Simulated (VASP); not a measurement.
OSZICAR of a VASP run on BaHfO3 (cubic perovskite):

**OSZICAR**
```
       N       E                     dE             d eps       ncg     rms          rms(c)
DAV:   1     0.163541776841E+03    0.16354E+03   -0.21995E+04   460   0.165E+03
DAV:   2    -0.113455566590E+03   -0.27700E+03   -0.27314E+03   582   0.364E+02
DAV:   3    -0.125863964206E+03   -0.12408E+02   -0.12383E+02   595   0.758E+01
DAV:   4    -0.126099907999E+03   -0.23594E+00   -0.23587E+00   676   0.101E+01
DAV:   5    -0.126104874153E+03   -0.49662E-02   -0.49661E-02   628   0.888E-01    0.654E+01
DAV:   6    -0.108779967888E+03    0.17325E+02   -0.25729E+01   579   0.320E+01    0.528E+01
DAV:   7    -0.107857333416E+03    0.92263E+00   -0.30260E+00   595   0.139E+01    0.233E+01
DAV:   8    -0.111588732685E+03   -0.37314E+01   -0.18671E+00   523   0.127E+01    0.530E+00
DAV:   9    -0.106685436283E+03    0.49033E+01   -0.14510E+00   509   0.958E+00    0.406E+00
DAV:  10    -0.107949358705E+03   -0.12639E+01   -0.69887E-01   488   0.670E+00    0.222E+00
DAV:  11    -0.107942268105E+03    0.70906E-02   -0.12176E-02   600   0.100E+00    0.831E-01
DAV:  12    -0.107975949274E+03   -0.33681E-01   -0.74333E-03   636   0.798E-01    0.453E-01
DAV:  13    -0.108000986158E+03   -0.25037E-01   -0.89618E-03   530   0.979E-01    0.136E-01
DAV:  14    -0.108000644388E+03    0.34177E-03   -0.10414E-03   589   0.375E-01    0.262E-01
DAV:  15    -0.108000774922E+03   -0.13053E-03   -0.83150E-05   622   0.797E-02    0.168E-01
DAV:  16    -0.108001272113E+03   -0.49719E-03   -0.81865E-04   544   0.310E-01    0.356E-02
DAV:  17    -0.108001570758E+03   -0.29865E-03   -0.17484E-04   544   0.145E-01    0.185E-02
DAV:  18    -0.108001576663E+03   -0.59052E-05   -0.66967E-06   603   0.252E-02    0.159E-02
DAV:  19    -0.108001580778E+03   -0.41143E-05   -0.26194E-06   442   0.171E-02    0.832E-03
DAV:  20    -0.108001583447E+03   -0.26693E-05   -0.11626E-06   377   0.102E-02    0.748E-03
DAV:  21    -0.108001583647E+03   -0.20030E-06   -0.54657E-07   356   0.779E-03
   1 F= -.10800158E+03 E0= -.10800158E+03  d E =-.108002E+03
       N       E                     dE             d eps       ncg     rms          rms(c)
DAV:   1    -0.108138293686E+03   -0.13671E+00   -0.40658E+00   460   0.159E+01    0.682E+00
DAV:   2    -0.108016788944E+03    0.12150E+00   -0.61462E-01   488   0.505E+00    0.142E+00
DAV:   3    -0.108000547922E+03    0.16241E-01   -0.22939E-02   524   0.124E+00    0.939E-01
DAV:   4    -0.107994844276E+03    0.57036E-02   -0.17896E-02   568   0.108E+00    0.636E-01
DAV:   5    -0.107977086606E+03    0.17758E-01   -0.10118E-02   468   0.118E+00    0.476E-01
DAV:   6    -0.107978475608E+03   -0.13890E-02   -0.23850E-04   594   0.133E-01    0.316E-01
DAV:   7    -0.107996959235E+03   -0.18484E-01   -0.51518E-03   460   0.869E-01    0.153E-01
DAV:   8    -0.107996772959E+03    0.18628E-03   -0.63894E-04   460   0.278E-01    0.189E-01
DAV:   9    -0.107997128508E+03   -0.35555E-03   -0.18746E-04   482   0.146E-01    0.170E-01
DAV:  10    -0.107997219742E+03   -0.91234E-04   -0.55993E-05   516   0.744E-02    0.142E-01
DAV:  11    -0.107997220479E+03   -0.73738E-06   -0.14679E-06   426   0.108E-02
   2 F= -.10799722E+03 E0= -.10799722E+03  d E =0.436317E-02
       N       E                     dE             d eps       ncg     rms          rms(c)
DAV:   1    -0.108054806677E+03   -0.57587E-01   -0.13664E+00   460   0.929E+00    0.382E+00
DAV:   2    -0.108013499225E+03    0.41307E-01   -0.19904E-01   488   0.289E+00    0.802E-01
DAV:   3    -0.108008148224E+03    0.53510E-02   -0.75203E-03   540   0.710E-01    0.507E-01
DAV:   4    -0.108006320336E+03    0.18279E-02   -0.57759E-03   568   0.606E-01    0.363E-01
DAV:   5    -0.108003003796E+03    0.33165E-02   -0.33796E-03   468   0.668E-01    0.269E-01
DAV:   6    -0.108003997380E+03   -0.99358E-03   -0.10353E-04   587   0.103E-01    0.142E-01
DAV:   7    -0.108006992490E+03   -0.29951E-02   -0.12421E-03   460   0.419E-01    0.451E-02
DAV:   8    -0.108006970344E+03    0.22146E-04   -0.95405E-05   525   0.986E-02    0.760E-02
DAV:   9    -0.108007016963E+03   -0.46619E-04   -0.26385E-05   502   0.574E-02    0.461E-02
DAV:  10    -0.108007019131E+03   -0.21686E-05   -0.58743E-06   530   0.241E-02    0.342E-02
DAV:  11    -0.108007021033E+03   -0.19015E-05   -0.76323E-07   342   0.938E-03    0.283E-02
DAV:  12    -0.108007021114E+03   -0.80999E-07   -0.17746E-07   293   0.375E-03
   3 F= -.10800702E+03 E0= -.10800702E+03  d E =-.543747E-02
```

Problem. Which electronic solver shows in the log?

Solution. It is blocked Davidson (ALGO = Normal, or the opening steps of other solvers). The INCAR had ALGO = Normal.

Problem. Can the final energy be trusted as converged?

Solution. The run converged. It stopped with EDIFF = 1E-6, NELM = 100, NSW = 60 and EDIFFG = -0.02 after 3 ionic steps (r2SCAN meta-GGA, plane waves, VASP's PBE PAW potentials (set 64)).

The compound is BaHfO3 in the cubic perovskite structure. This run relaxes it. Symmetry was kept, so distortions that lower it aren't found. The start is the result of an earlier pass.
